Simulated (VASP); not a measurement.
Input:

```xyz
2
Lattice="0.0000 2.6715 2.6715 2.6715 0.0000 2.6715 2.6715 2.6715 0.0000" Properties=species:S:1:pos:R:3 pbc="T T T"
Cu     0.0000     0.0000     0.0000
Cl     1.3357     1.3357     1.3357
```

Computed with PBE GGA with D4 dispersion, VASP's PBE PAW potentials (set 64) (plane waves; VASP). Numerical set-up: 520 eV cut-off, Gaussian smearing of 0.050 eV, potentials Cu Cl.

Question: Give the energies of bands 2 to 11 at the high-symmetry points, in eV from the valence-band maximum.

Answer: 
| band | Γ | X | U | L | W |
|---|---|---|---|---|---|
| 2 | -5.11 | -6.81 | -6.47 | -6.87 | -6.25 |
| 3 | -5.11 | -5.23 | -5.81 | -5.08 | -5.97 |
| 4 | -5.11 | -5.23 | -5.17 | -5.08 | -5.31 |
| 5 | -1.61 | -1.75 | -1.86 | -1.53 | -1.82 |
| 6 | -1.61 | -1.49 | -1.53 | -1.53 | -1.71 |
| 7 | 0.00 | -1.41 | -1.45 | -1.47 | -1.42 |
| 8 | 0.00 | -1.20 | -1.11 | -0.61 | -1.21 |
| 9 | 0.00 | -1.20 | -0.95 | -0.61 | -0.85 |
| 10 | 0.62 | 3.41 | 4.23 | 2.97 | 5.08 |
| 11 | 6.75 | 4.55 | 5.26 | 6.96 | 5.42 |

The gap is direct, 0.62 eV, from the valence maximum at Γ to the conduction minimum at Γ.

Measured: gap 3.39 eV at 2 K (computed value off by -2.77 eV), as given by arXiv:1206.3780.

The compound is CuCl in the zinc blende structure. It was relaxed first.
